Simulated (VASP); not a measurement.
Consider the following.

```
CELL_PARAMETERS angstrom
      1.65500    -2.86654     0.00000
      1.65500     2.86654     0.00000
      0.00000     0.00000     5.27000
ATOMIC_POSITIONS crystal
  Sc 0.33333 0.66667 0.25000
  Sc 0.66667 0.33333 0.75000
```

Calculation: optB88-vdW, VASP's PBE PAW potentials (set 64) (plane waves; VASP). Numerical set-up: 520 eV cut-off, 11×11×6 Γ-centred mesh, first-order Methfessel-Paxton smearing of 0.10 eV, potentials Sc_sv.

Energy and stress use the plane-wave basis of the starting cell.

The ions, cell shape and volume are relaxed. What does this cell relax into?

```
CELL_PARAMETERS angstrom
      1.64410    -2.84766     0.00000
      1.64410     2.84766     0.00000
      0.00000     0.00000     5.09898
ATOMIC_POSITIONS crystal
  Sc 0.33333 0.66667 0.25000
  Sc 0.66667 0.33333 0.75000
```
Space group P6_3/mmc (194), at a tolerance of 0.03 Å.

How do energy and volume change from the first to the last step?

The energy (σ→0) changes by -11.5 meV/atom and the volume by -4.5 %, in 5 ionic steps.

The compound is Sc in the hcp structure. This run relaxes it. Symmetry was kept, so distortions that lower it aren't found.
